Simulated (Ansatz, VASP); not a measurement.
# Cu (Cu(100)) in two plane-wave programs

Wanted: the spread between two codes on one cell, functional and k mesh. Of the first pair: The cell is taken from a series of runs on this material, whose earlier steps may have relaxed, scaled, displaced or heated it; both programs get it as it stands.

Program: Ansatz 0.2.0. Level of theory: plane waves, with VASP 6.6.1 beside it; PBE and PBEsol. Results are calculated unless marked as measured.

## 1. Starting point

The cell holds 8 atoms: 8 Cu. Its edges and angles: a = 2.553 Å, b = 2.553 Å, c = 28.635 Å, α = 90.0°, β = 90.0°, γ = 90.0°. Vacuum lies along c.

## 2. Ansatz: single point, PBE, pair 1

Ansatz runs on its default PAW (the set named soft_2) files.

A single point takes one fixed geometry, so differences don't come from the geometry; what else differs is listed under the comparison.

Contents of input.yaml:

```yaml
crystal:
  lattice:
    - [2.5526554801, 0.0, 0.0]
    - [0.0, 2.5526554801, 0.0]
    - [0.0, 0.0, 28.635]
  atoms:
    - { symbol: Cu, position: [0.0, 0.0, 0.2793783831] }
    - { symbol: Cu, position: [0.5, 0.5, 0.3424131308] }
    - { symbol: Cu, position: [0.0, 0.0, 0.4054478785] }
    - { symbol: Cu, position: [0.5, 0.5, 0.4684826262] }
    - { symbol: Cu, position: [0.0, 0.0, 0.5315173738] }
    - { symbol: Cu, position: [0.5, 0.5, 0.5945521215] }
    - { symbol: Cu, position: [0.0, 0.0, 0.6575868692] }
    - { symbol: Cu, position: [0.5, 0.5, 0.7206216169] }
hamiltonian:
  xc: pbe
kpoints:
  mp_grid: { grid: [14, 14, 1] }
scf:
  occupations: { method: methfessel_paxton, width: 0.1 }
  convergence: { dr2_threshold: 1.0e-09 }
efield:
  axis: 3
  dipole_correction: true
output:
  write_potential: true
  write_density: true
  volumetric_format: npy
```

Run with:

```sh
$ ansatz run input.yaml --threads 2 --pin off --max-ram 4096MiB --backend cpu --events-out ev --progress --plain --runs-dir out
```

Numbers of over 12 decimals in the logs are rounded to 6 here.

Output:

```text
Engine: ansatz 0.2.0, x86_64-unknown-linux-gnu
Pseudopotentials: kind: paw
Pseudopotential: Cu, paw, valence charge 19, recommended cutoff 420 eV (normal), Cu.paw.azcp
Functional definition: PBE
  parameter kappa = 0.804
  parameter beta = 0.066725
  exchange = pbe_x(kappa = kappa, mu = beta*pi^2/3)
  correlation = pbe_c(beta = beta)
Crystal: 8 atoms, lattice volume = 186.587 Å³
Basis set: ecut = 420 eV, 3675 PW (Γ)
Bands: 92, of which v1, the nominal top of the filled ones, is band 76 counted from 1 (75 counted from 0)
Symmetry: 8 space group operations
k-points: 36 of 196
Non-local potential: Cu, projectors of the file, l = 0: 3, l = 1: 2, l = 2: 3, l = 3: 1
PAW form: soft (Blöchl's): semilocal exchange-correlation on the pseudo side does not see the compensation charge
PAW one-centre angular grid: Cu, 590 points (default); XC on 64 Gauss nodes
Initial density: superposition of atomic densities (neutral atoms: chi_scale 0, normalization atom), corrected by the library's trained network
Initial wavefunctions: pseudopotential atomic-orbital guess
Functional: x = pbe(κ = 0.804, μ = 0.219515), c = pbe(β = 0.066725)
SCF iter   1: F=—  HF=-53000.168047 eV  |F-HF|=—  |Δ(HF+E_count)|=         —  Δρ=2.62e-3  dr2=6.98e-2  ethr=1.77e-3  p=0.000 e·Å  D=6.53e-13 V/Å  ΔV_dip=-0.00 eV  dr2_dipole=4.48e-8  V_vac-E_F(+/−)=4.44/4.44 eV  ⟨swp⟩=6.7  Hψ=13209  notcnv=0  defer=98
efield: sawtooth ramp at fractional position 0.9500 (placed from the atoms, in the widest stretch of the axis that holds none; the zero of the levels goes with the place), width 0.1000; the density the first Hamiltonian is built on has a dipole p = 0.000 e·Å; the dipole correction subtracts the counter field D = 6.53e-13 V/Å, which shifts the + side's vacuum level by -0.00 eV against the − side's; the planar-averaged density in the ramp window peaks in size at 8.9e-5 e/Å³
preconditioner: auto → LDOS  [metal: Δε(μ)=0.031 eV  Ē_g=8.961 eV  σ=0.100 eV  W_gap=0.26  n_scr=60 (ndim 8)  ℏωp=25.5 eV  f_vac=0.466  D(μ)=3.47/eV (n_scr^D=16)  β→1.0]
SCF iter   2: F=—  HF=-53000.169201 eV  |F-HF|=—  |Δ(HF+E_count)|=   1.15e-3  S|Δr|=    0.00e0  Δρ=2.29e-3  dr2=8.62e-3  ethr=4.60e-5  p=0.000 e·Å  D=1.16e-5 V/Å  ΔV_dip=-0.00 eV  dr2_dipole=4.42e-7  V_vac-E_F(+/−)=4.48/4.48 eV  ⟨swp⟩=2.6  Hψ=5545  notcnv=0  defer=210
SCF iter   3: F=—  HF=-53000.169883 eV  |F-HF|=—  |Δ(HF+E_count)|=   6.81e-4  S|Δr|=    0.00e0  Δρ=2.59e-3  dr2=9.16e-3  ethr=5.67e-6  p=0.000 e·Å  D=2.94e-5 V/Å  ΔV_dip=-0.00 eV  dr2_dipole=3.04e-6  V_vac-E_F(+/−)=4.50/4.50 eV  ⟨swp⟩=2.0  Hψ=5582  notcnv=0  defer=210
SCF iter   4: F=—  HF=-53000.168575 eV  |F-HF|=—  |Δ(HF+E_count)|=   1.31e-3  S|Δr|=    0.00e0  Δρ=6.39e-4  dr2=5.11e-4  ethr=5.67e-6  p=-0.000 e·Å  D=-2.75e-5 V/Å  ΔV_dip=0.00 eV  dr2_dipole=5.00e-6  V_vac-E_F(+/−)=4.50/4.50 eV  ⟨swp⟩=2.0  Hψ=4674  notcnv=0  defer=210
SCF iter   5: F=—  HF=-53000.168528 eV  |F-HF|=—  |Δ(HF+E_count)|=   4.71e-5  S|Δr|=    0.00e0  Δρ=2.36e-4  dr2=8.79e-5  ethr=3.36e-7  p=0.000 e·Å  D=1.78e-5 V/Å  ΔV_dip=-0.00 eV  dr2_dipole=2.98e-7  V_vac-E_F(+/−)=4.51/4.51 eV  ⟨swp⟩=2.8  Hψ=5338  notcnv=0  defer=210
SCF iter   6: F=—  HF=-53000.168552 eV  |F-HF|=—  |Δ(HF+E_count)|=   2.43e-5  S|Δr|=    0.00e0  Δρ=8.08e-5  dr2=1.11e-5  ethr=5.78e-8  p=-0.000 e·Å  D=-9.44e-6 V/Å  ΔV_dip=0.00 eV  dr2_dipole=3.61e-7  V_vac-E_F(+/−)=4.52/4.51 eV  ⟨swp⟩=2.2  Hψ=4518  notcnv=0  defer=210
SCF iter   7: F=—  HF=-53000.168551 eV  |F-HF|=—  |Δ(HF+E_count)|=   1.13e-6  S|Δr|=    0.00e0  Δρ=3.13e-5  dr2=2.31e-6  ethr=7.29e-9  p=0.000 e·Å  D=3.83e-6 V/Å  ΔV_dip=-0.00 eV  dr2_dipole=9.80e-10  V_vac-E_F(+/−)=4.52/4.52 eV  ⟨swp⟩=2.0  Hψ=4576  notcnv=0  defer=206
SCF iter   8: F=—  HF=-53000.168552 eV  |F-HF|=—  |Δ(HF+E_count)|=   1.69e-6  S|Δr|=    0.00e0  Δρ=2.57e-5  dr2=1.22e-6  ethr=1.52e-9  p=-0.000 e·Å  D=-1.73e-6 V/Å  ΔV_dip=0.00 eV  dr2_dipole=3.77e-8  V_vac-E_F(+/−)=4.52/4.52 eV  ⟨swp⟩=2.0  Hψ=4503  notcnv=0  defer=206
SCF iter   9: F=—  HF=-53000.168553 eV  |F-HF|=—  |Δ(HF+E_count)|=   3.22e-7  S|Δr|=    0.00e0  Δρ=1.31e-5  dr2=2.69e-7  ethr=8.04e-10  p=0.000 e·Å  D=1.64e-6 V/Å  ΔV_dip=-0.00 eV  dr2_dipole=1.09e-9  V_vac-E_F(+/−)=4.52/4.52 eV  ⟨swp⟩=2.0  Hψ=4495  notcnv=0  defer=206
SCF iter  10: F=—  HF=-53000.168553 eV  |F-HF|=—  |Δ(HF+E_count)|=   4.84e-8  S|Δr|=    0.00e0  Δρ=4.54e-6  dr2=2.72e-8  ethr=1.77e-10  p=0.000 e·Å  D=1.59e-7 V/Å  ΔV_dip=-0.00 eV  dr2_dipole=1.14e-9  V_vac-E_F(+/−)=4.52/4.52 eV  ⟨swp⟩=2.1  Hψ=4583  notcnv=0  defer=206
SCF iter  11: F=—  HF=-53000.168553 eV  |F-HF|=—  |Δ(HF+E_count)|=   8.47e-8  S|Δr|=    0.00e0  Δρ=2.04e-6  dr2=5.76e-9  ethr=1.79e-11  p=0.000 e·Å  D=1.14e-7 V/Å  ΔV_dip=-0.00 eV  dr2_dipole=1.76e-10  V_vac-E_F(+/−)=4.52/4.52 eV  ⟨swp⟩=2.0  Hψ=4566  notcnv=0  defer=206
SCF iter  12: F=—  HF=-53000.168553 eV  |F-HF|=—  |Δ(HF+E_count)|=   1.77e-8  S|Δr|=    0.00e0  Δρ=1.48e-6  dr2=3.67e-9  ethr=3.79e-12  p=0.000 e·Å  D=1.25e-7 V/Å  ΔV_dip=-0.00 eV  dr2_dipole=2.87e-10  V_vac-E_F(+/−)=4.52/4.52 eV  ⟨swp⟩=2.1  Hψ=4494  notcnv=0  defer=205
SCF iter  13: F=—  HF=-53000.168553 eV  |F-HF|=—  |Δ(HF+E_count)|=  3.35e-10  S|Δr|=    0.00e0  Δρ=9.01e-7  dr2=1.45e-9  ethr=2.41e-12  p=-0.000 e·Å  D=-1.61e-8 V/Å  ΔV_dip=0.00 eV  dr2_dipole=1.24e-11  V_vac-E_F(+/−)=4.52/4.52 eV  ⟨swp⟩=2.0  Hψ=4390  notcnv=0  defer=205
SCF iter  14: F=-53000.168553 eV  HF=-53000.168553 eV  |F-HF|=6.77e-10  |Δ(HF+E_count)|=  3.35e-10  S|Δr|=    0.00e0  Δρ=3.62e-7  dr2=3.37e-10  ethr=1.00e-12  p=0.000 e·Å  D=4.05e-8 V/Å  ΔV_dip=-0.00 eV  dr2_dipole=1.50e-11  V_vac-E_F(+/−)=4.52/4.52 eV  ⟨swp⟩=11.8  Hψ=12972  notcnv=0
SCF 1 converged in 14 iterations: F = -53000.168553 eV  dr2 = 3.37e-10
  greatest PAW one-centre occupation: 1.000 electrons in one spin orbital (limit 2), on the Cu atom at site 7 (counted from 0), in its partial waves of l = 0
WARN: The output density's exchange-correlation potential varies sharply where the density is thin. Do not read a vacuum level from v_tot or v_xc, or from such a field of the output density. On a cell that repeats whose density bears no net charge and no dipole along the vacuum's axis use v_es (v_loc + v_h of the components); under efield.dipole_correction with no amplitude use v_es + v_field, which holds any externa [...]
SCF converged after 14 iterations
Stability not checked: this state was not tested for a lower state beside it, because cold or Methfessel-Paxton smearing, or corrected tetrahedra, fill the levels in a way that the test cannot read (fill_not_monotonic; see scf.lower_state_search)
Free energy (F): -53000.168553 eV
Harris-Foulkes:  -53000.168553 eV  (|F-HF|=6.77e-10)
Internal energy: -53000.167072 eV  (E = F + TS)
E sigma→0 (E₀):  -53000.168183 eV
Entropy (-TS):   -0.001481 eV (-0.185 meV/atom)
Fermi energy:    6.280881 eV
Dipole field:    D = -0.000005 V/Å  (p = -0.000006 e·Å, saw-weighted, corrected)
Work function:   Φ+ = 4.5215 eV   Φ− = 4.5213 eV
Levels:          The Fermi level and band energies are counted from a zero that moves with the ramp; work functions are not
--- Per-component energies (eV) ---
  E_band       = -4448.477783
  E_kinetic    = 2398.338252
  E_local      = -413138.947946  (includes V_loc(G=0)·N_el)
  E_nonlocal   = 3125.760678
  E_hartree    = 203857.100685
  E_xc         = -713.623293
  E_vxc        = -920.642289  (∫ρ·V_xc dr)
  E_paw        = -13309.731236  (= ΣΔE_a)
  E_vpaw       = -3627.186436  (= ΣTr[D̂ρ^β])
  E_aug_tail   = 0.002255  (compensation charges beyond the density's cutoff)
  E_efield     = 0.000000  (sawtooth field / dipole correction)
  E_vefield    = 0.000000  (∫n·V_field dr)
  E_ewald      = 164780.933533
  E_smearing   = -0.001481  (= −TS)
  E_closure    = 0.000000  (closes the sum)
  Σ components = -53000.168553   (vs F -53000.168553, Δ=0.00e0)
--- Band table (eV; the first three rows and the last of 36) ---
  k-point 0: bands = [... 72 lower, 4.8005, 4.8005, 4.8637, 4.8637, 4.8775, 4.8778, 5.4967, 6.7803, ... 12 higher]
  k-point 1: bands = [... 72 lower, 4.7042, 4.8056, 4.8065, 4.8167, 4.8663, 4.8875, 5.7951, 7.0327, ... 12 higher]
  k-point 2: bands = [... 72 lower, 4.7061, 4.7567, 4.7665, 4.8652, 4.8694, 5.2419, 6.3736, 7.6445, ... 12 higher]
  k-point 35: bands = [... 72 lower, 8.1187, 8.1187, 9.0269, 9.0269, 10.2425, 10.2425, 11.6599, 11.6599, ... 12 higher]
```

## 3. VASP: single point, PBE, pair 1

The same cell, functional, mesh and smearing now go to VASP, with its own data sets.

Lines of VASP's logs that name or quote its potential files are left out, and so is its time.

Contents of INCAR:

```
SYSTEM = Cu
PREC = Accurate
ENCUT = 520
EDIFF = 1E-06
NELM = 120
ISMEAR = 1
SIGMA = 0.1
LREAL = .FALSE.
ALGO = Normal
GGA = PE
NBANDS = 54
LASPH = .TRUE.
LORBIT = 11
LWAVE = .FALSE.
LCHARG = .FALSE.
ISIF = 2
LDIPOL = .TRUE.
IDIPOL = 3
DIPOL = 0.5 0.5 0.5
LVHAR = .TRUE.
GGA_COMPAT = .FALSE.
NELMDL = -8
KPAR = 2
```

Contents of POSCAR:

```
Cu
1.0
    2.5526554801      0.0000000000      0.0000000000
    0.0000000000      2.5526554801      0.0000000000
    0.0000000000      0.0000000000     28.6350000000
Cu
8
Direct
    0.0000000000      0.0000000000      0.2793783831
    0.5000000000      0.5000000000      0.3424131308
    0.0000000000      0.0000000000      0.4054478785
    0.5000000000      0.5000000000      0.4684826262
    0.0000000000      0.0000000000      0.5315173738
    0.5000000000      0.5000000000      0.5945521215
    0.0000000000      0.0000000000      0.6575868692
    0.5000000000      0.5000000000      0.7206216169
```

Contents of KPOINTS:

```
Automatic mesh
0
Gamma
14 14 1
0 0 0
```

Potentials, in the order of the species: Cu (PBE family, release 64).

Run with:

```sh
$ mpirun -np 2 vasp_std
```

Output:

```text
[banner, memory and clock lines left out]
running    2 mpi-ranks, on    1 nodes
 distrk:  each k-point on    1 cores,    2 groups
 distr:  one band on    1 cores,    1 groups

 POSCAR found type information on POSCAR Cu
 POSCAR found :  1 types and       8 ions
 LDA part: xc-table for (Slater+PW92), standard interpolation
 POSCAR, INCAR and KPOINTS ok, starting setup
 FFT: planning ... GRIDC
 FFT: planning ... GRID_SOFT
 FFT: planning ... GRID
 WAVECAR not read
 entering main loop
       N       E                     dE             d eps       ncg     rms          rms(c)
DAV:   1     0.815245529440E+03    0.81525E+03   -0.39137E+04  3888   0.236E+03
DAV:   2     0.715021116699E+02   -0.74374E+03   -0.72276E+03  3888   0.458E+02
DAV:   3    -0.312162949047E+02   -0.10272E+03   -0.96215E+02  4044   0.220E+02
DAV:   4    -0.352515856036E+02   -0.40353E+01   -0.39995E+01  4278   0.598E+01
DAV:   5    -0.353414823444E+02   -0.89897E-01   -0.89848E-01  4382   0.744E+00
DAV:   6    -0.353454142785E+02   -0.39319E-02   -0.39315E-02  4760   0.127E+00
DAV:   7    -0.353456432540E+02   -0.22898E-03   -0.22897E-03  5178   0.272E-01
DAV:   8    -0.353456504428E+02   -0.71888E-05   -0.71885E-05  4806   0.395E-02    0.209E+01
DAV:   9    -0.314703046525E+02    0.38753E+01   -0.75074E+01  4236   0.128E+02    0.108E+01
DAV:  10    -0.286977367652E+02    0.27726E+01   -0.15796E+01  4610   0.810E+01    0.349E+00
DAV:  11    -0.286530627635E+02    0.44674E-01   -0.44290E+00  5046   0.523E+01    0.126E+00
DAV:  12    -0.286670640164E+02   -0.14001E-01   -0.80976E-01  5478   0.211E+01    0.182E+00
DAV:  13    -0.286532546104E+02    0.13809E-01   -0.34822E-01  4524   0.159E+01    0.123E+00
DAV:  14    -0.286292987616E+02    0.23956E-01   -0.13081E-01  4824   0.614E+00    0.160E-01
[...]
DAV:  22    -0.286290820830E+02   -0.57600E-04   -0.11530E-05  4702   0.842E-02    0.502E-03
DAV:  23    -0.286290972753E+02   -0.15192E-04   -0.80735E-06  4176   0.634E-02    0.493E-03
DAV:  24    -0.286291118794E+02   -0.14604E-04   -0.52834E-06  4208   0.437E-02    0.331E-03
DAV:  25    -0.286291196125E+02   -0.77331E-05   -0.17487E-06  2650   0.246E-02    0.903E-04
DAV:  26    -0.286291284680E+02   -0.88555E-05   -0.67089E-07  2464   0.133E-02    0.157E-03
DAV:  27    -0.286291325616E+02   -0.40936E-05   -0.34567E-07  2412   0.114E-02    0.434E-04
DAV:  28    -0.286291352049E+02   -0.26433E-05   -0.15502E-07  2372   0.601E-03    0.527E-04
DAV:  29    -0.286291358100E+02   -0.60504E-06   -0.58178E-08  2464   0.419E-03
   1 F= -.28629136E+02 E0= -.28628576E+02  d E =-.167808E-02
```

Parts of OUTCAR (step 3):

```text
ion  position               nearest neighbor table
   1  0.000  0.000  0.279-   2 2.55   2 2.55   2 2.55   2 2.55
   2  0.500  0.500  0.342-   1 2.55   1 2.55   1 2.55   1 2.55   3 2.55   3 2.55   3 2.55   3 2.55

  LATTYP: Found a simple tetragonal cell.
 ALAT       =     2.5526554801
 C/A-ratio  =    11.2177300161

 Subroutine GETGRP returns: Found 16 space group operations
 (whereof  8 operations were pure point group operations)

The static configuration has the point symmetry C_4v.
 The point group associated with its full space group is D_4h.

 Found     36 irreducible k-points:

   k-points           NKPTS =     36   k-points in BZ     NKDIM =     36   number of bands    NBANDS=     54

   dimension x,y,z NGX =    20 NGY =   20 NGZ =  216
   dimension x,y,z NGXF=    40 NGYF=   40 NGZF=  432

   ENCUT  =  520.0 eV  38.22 Ry    6.18 a.u.   4.75  4.75 53.24*2*pi/ulx,y,z

   NELECT =      88.0000    total number of electrons

 k-points in reciprocal lattice and weights: Automatic mesh
   0.00000000  0.00000000  0.00000000       0.005
   0.07142857  0.00000000  0.00000000       0.020
   0.14285714  0.00000000  0.00000000       0.020
   0.21428571  0.00000000  0.00000000       0.020
   0.28571429  0.00000000  0.00000000       0.020
   0.35714286  0.00000000  0.00000000       0.020
   0.42857143  0.00000000  0.00000000       0.020
   0.50000000  0.00000000  0.00000000       0.010
   0.07142857  0.07142857  0.00000000       0.020
[...]
0.50000000  0.42857143  0.00000000       0.020
   0.50000000  0.50000000  0.00000000       0.005

 dipolmoment           0.000000      0.000000      0.000000 electrons x Angstroem

 average (electrostatic) potential at core
       1 -69.2047       2 -69.6445       3 -69.6258       4 -69.6244       5 -69.6244
       6 -69.6258       7 -69.6445       8 -69.2047

 E-fermi :   1.6404

 k-point     1 :       0.0000    0.0000    0.0000
  band No.  band energies     occupation
    ...
     43       0.1846      2.00000
     44       0.1846      2.00000
     45       0.1991      2.00000
     46       0.1994      2.00000
     47       0.8772      2.00000
     48       2.1618     -0.00000
     49       2.9424     -0.00000
     50       5.9127      0.00000
     51       6.1130      0.00000
     52       7.0918      0.00000
    ...

 k-point     2 :       0.0714    0.0000    0.0000
  band No.  band energies     occupation
    ...
     43       0.1386      2.00000
     44       0.1490      2.00000
     45       0.1879      2.00000
     46       0.2085      2.00000
     47       1.1657      2.00000
     48       2.4097     -0.00000
     49       3.2258     -0.00000
     50       6.0335      0.00000
     51       6.2292      0.00000
     52       7.2108      0.00000
    ...

 k-point     3 :       0.1429    0.0000    0.0000
  band No.  band energies     occupation
    ...
     42       0.0794      2.00000
     43       0.0888      2.00000
     44       0.1862      2.00000
     45       0.1904      2.00000
     46       0.5916      2.00000
     47       1.7387     -0.04641
     48       3.0155     -0.00000
     49       3.9346      0.00000
     50       6.3960      0.00000
     51       6.5757      0.00000
    ...

  Total        0.1246562      0.1246562      0.4150394      0.0000000      0.0000000      0.0000000
  in kB        1.0703918      1.0703918      3.5638406      0.0000000      0.0000000      0.0000000
  external PRESSURE =       1.9015414 kB  Pullay stress =       0.0000000 kB

  energy-cutoff  :      520.00
  volume of cell :      186.59
      direct lattice vectors                 reciprocal lattice vectors
     2.552655480  0.000000000  0.000000000     0.391748909  0.000000000  0.000000000
     0.000000000  2.552655480  0.000000000     0.000000000  0.391748909  0.000000000
     0.000000000  0.000000000 28.635000000     0.000000000  0.000000000  0.034922298

 POSITION                                       TOTAL-FORCE (eV/Angst)
 -----------------------------------------------------------------------------------
      0.00000      0.00000      8.00000        -0.000000      0.000000      0.116604
      1.27633      1.27633      9.80500        -0.000000      0.000000     -0.228203
      0.00000      0.00000     11.61000         0.000000      0.000000      0.023150
      1.27633      1.27633     13.41500         0.000000      0.000000      0.005105
      0.00000      0.00000     15.22000        -0.000000      0.000000     -0.005105
      1.27633      1.27633     17.02500        -0.000000     -0.000000     -0.023150
      0.00000      0.00000     18.83000        -0.000000      0.000000      0.228203
      1.27633      1.27633     20.63500        -0.000000      0.000000     -0.116604
 -----------------------------------------------------------------------------------
    total drift:                               -0.000000     -0.000000      0.000000

  FREE ENERGIE OF THE ION-ELECTRON SYSTEM (eV)
  ---------------------------------------------------
  free  energy   TOTEN  =       -28.6291358100 eV

  energy  without entropy=      -28.6274577312  energy(sigma->0) =      -28.62857645

 vacuum level on the upper side and lower side of the slab         6.141         6.141

 total charge
# of ion       s       p       d       tot
------------------------------------------
    1        0.442   0.259   9.210   9.910
    2        0.444   0.381   9.174   9.999
    3        0.447   0.387   9.172  10.007
    4        0.449   0.385   9.173  10.007
    5        0.449   0.385   9.173  10.007
    6        0.447   0.387   9.172  10.007
    7        0.444   0.381   9.174   9.999
    8        0.442   0.259   9.210   9.910
--------------------------------------------------
tot          3.564   2.825  73.457  79.846

[... 3 further parts left out ...]
```

## 4. Differences

Known differences besides the potentials themselves: the data sets hold 152 valence electrons in Ansatz (on its default PAW (the set named soft_2) files) and 88 in VASP; the cutoff is 420 eV in Ansatz and 520 eV in VASP. Total energies have different zeros and are not compared.

Compared:

| quantity | Ansatz | VASP | difference |
| --- | --- | --- | --- |
| work function, lower of the two faces (eV) | 4.52 | 4.50 | +0.02 |
| work function, higher of the two faces (eV) | 4.52 | 4.50 | +0.02 |

Where the cell holds vacuum, a pressure given here is an average over it and none of the material.

## 5. Ansatz: relaxation, PBE

The two programs are compared at the cell with which this relaxation starts, whose forces are those of its first step.

The structure compared here is the start of the Ansatz relaxation; VASP solves that cell, so the two are compared at the walk's first step.

input.yaml, as its differences from that of step 2:

```diff
@@ -24,2 +24,6 @@
   dipole_correction: true
+relax:
+  f_tol: 0.01
+  max_steps: 40
+  constraints: [{ sites: [3, 4] }]
 output:
@@ -28 +32,2 @@
   volumetric_format: npy
+  elf: true
```

Run with:

```sh
$ ansatz run input.yaml --threads 2 --pin off --max-ram 4096MiB --backend cpu --events-out ev --progress --plain --runs-dir out
```

Output:

```text
[...]
Crystal: 8 atoms, lattice volume = 186.587 Å³
Basis set: ecut = 420 eV, 3675 PW (Γ), exchange–correlation on 36×36×384 points (8 copies of the dense FFT grid, shifted against one another)
Bands: 92, of which v1, the nominal top of the filled ones, is band 76 counted from 1 (75 counted from 0)
Symmetry: 8 space group operations
k-points: 36 of 196
[...]
atoms:
    - { symbol: Cu, position: [0, 0.0, 0.279362] }
    - { symbol: Cu, position: [0.5, 0.5, 0.341028] }
    - { symbol: Cu, position: [0.0, 0.0, 0.404903] }
    - { symbol: Cu, position: [0.5, 0.5, 0.468483] }
    - { symbol: Cu, position: [0.0, 0.0, 0.5315173738] }
    - { symbol: Cu, position: [0.5, 0.5, 0.595097] }
    - { symbol: Cu, position: [0, 0.0, 0.658972] }
    - { symbol: Cu, position: [0.5, 0.5, 0.720638] }
[key lines of the parts left out:]
SCF converged after 11 iterations
Free energy (F): -53000.177251 eV
Fermi energy:    6.290067 eV
Dipole field:    D = -0.000007 V/Å  (p = -0.000008 e·Å, saw-weighted, corrected)
Work function:   Φ+ = 4.5040 eV   Φ− = 4.5037 eV
```

(Part 1 of 2 ends here.)

[Lines on the potential files, build, host, timing and source positions are cut from VASP's logs without a mark.]

[Logs are printed without paths, hosts, clocks, repeated set-up lines and the standing remarks that a program may print on its own settings, such as how far it seeks lower states.]

[Hosts, paths, dates, database ids (printed as entryN), source tags and the programs' standing remarks are cut or masked in the printed files.]
